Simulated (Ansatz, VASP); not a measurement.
# ZrPbO4: VASP beside Ansatz

The input INCAR:

```
SYSTEM = ZrPbO4
PREC = Accurate
ENCUT = 520
EDIFF = 1E-6
ISMEAR = 0
SIGMA = 0.1
LREAL = .False.
LASPH = .True.
NELM = 100
ALGO = Normal
ISIF = 2
LWAVE = .False.
LCHARG = .False.
GGA = PE
NBANDS = 34
```

KPOINTS

```
Automatic mesh
0
Gamma
  4 4 4
  0 0 0
```

File POSCAR:

```
ZrPbO4
1.0
    0.0000000000      3.4255226400      3.4255226400
    3.4255226400      0.0000000000      3.4255226400
    3.4255226400      3.4255226400      0.0000000000
Zr Pb O
1 1 4
Direct
    0.7500000000      0.7500000000      0.7500000000
    0.5000000000      0.5000000000      0.5000000000
    0.6227704100      0.1257432000      0.1257432000
    0.1257432000      0.6227704100      0.1257432000
    0.1257432000      0.1257432000      0.6227704100
    0.1257432000      0.1257432000      0.1257432000
```

Input for Ansatz:

```yaml
crystal:
  lattice:
    - [0.0, 3.42552264, 3.42552264]
    - [3.42552264, 0.0, 3.42552264]
    - [3.42552264, 3.42552264, 0.0]
  atoms:
    - { symbol: Zr, position: [0.75, 0.75, 0.75] }
    - { symbol: Pb, position: [0.5, 0.5, 0.5] }
    - { symbol: O, position: [0.62277041, 0.1257432, 0.1257432] }
    - { symbol: O, position: [0.1257432, 0.62277041, 0.1257432] }
    - { symbol: O, position: [0.1257432, 0.1257432, 0.62277041] }
    - { symbol: O, position: [0.1257432, 0.1257432, 0.1257432] }
basis:
  ecutwfc: 420
kpoints:
  mp_grid: { grid: [4, 4, 4] }
hamiltonian:
  xc: pbe
scf:
  occupations: { method: gaussian, width: 0.1 }
  lower_state_search: "off"
output:
  forces: true
  stress: true
  eigenvalues: true
```

Change from the starting cell: species swapped into the ErNi4Au type (F-43m, No. 216).

Alike in both runs: task single point; functional PBE; k mesh 4 × 4 × 4; occupations gaussian, width 0.1 eV; no spin polarisation.

|  | VASP | Ansatz |
| --- | --- | --- |
| version | VASP 6.6.1 | Ansatz 0.2.0 |
| potentials or method | VASP PAW PBE potentials, release 64 (Zr_sv, Pb_d, O) | scalar-relativistic, plane waves, PAW |
| plane-wave cutoff (eV) | 520 | 420 |
| valence electrons in the cell | 50 | 50 |

|  | VASP | Ansatz | Ansatz less VASP |
| --- | --- | --- | --- |
| gap on the k mesh at the Fermi level (eV) | none | none | - |
| pressure (GPa) | -11.2 | -11.2 | +0.03 |
| rms of the force components (eV/Å) | 0.168 | 0.167 | -0.0001 |

Atom by atom the forces differ by 0.000 eV/Å (rms over components). A gap of «none» marks a metal or a gap that the smearing closes. With one functional, cell and mesh, what is left measures potentials, basis and numerics.

Caveats: the k mesh is coarse (spacing up to 0.40 Å⁻¹), so the values aren't converged. Spin-orbit coupling is left out, which matters for the levels of Pb.
